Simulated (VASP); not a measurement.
Energy against volume of BaTiO3 (cubic perovskite). These are PBE GGA with D3 dispersion (zero damping), VASP's PBE PAW potentials (set 64) (plane waves; VASP 6.6.1) values and carry that method's errors. Settings: 520 eV cut-off, 6×6×6 Γ-centred mesh, Gaussian smearing of 0.050 eV, potentials Ba_sv Ti_sv O.

| V (Å³/atom) | E (eV/atom) |
|---|---|
| 12.173 | -8.14199 |
| 12.561 | -8.16280 |
| 12.950 | -8.16926 |
| 13.338 | -8.16351 |

### Question
Fit these four points and predict the energy of the run at 13.727 Å³/atom.

### Answer
A cubic in V^(−2/3), the third-order Birch-Murnaghan form, passes through the four points with V0 = 12.95 Å³/atom and B0 = 167 GPa, and gives -8.1474 eV/atom there. The run gave -8.1475 eV/atom, -0.1 meV/atom from the fit; all five points give B0 = 167 GPa.

The compound is BaTiO3 in the cubic perovskite structure, the ideal cubic form; the compound distorts at low or room temperature. It was relaxed first.
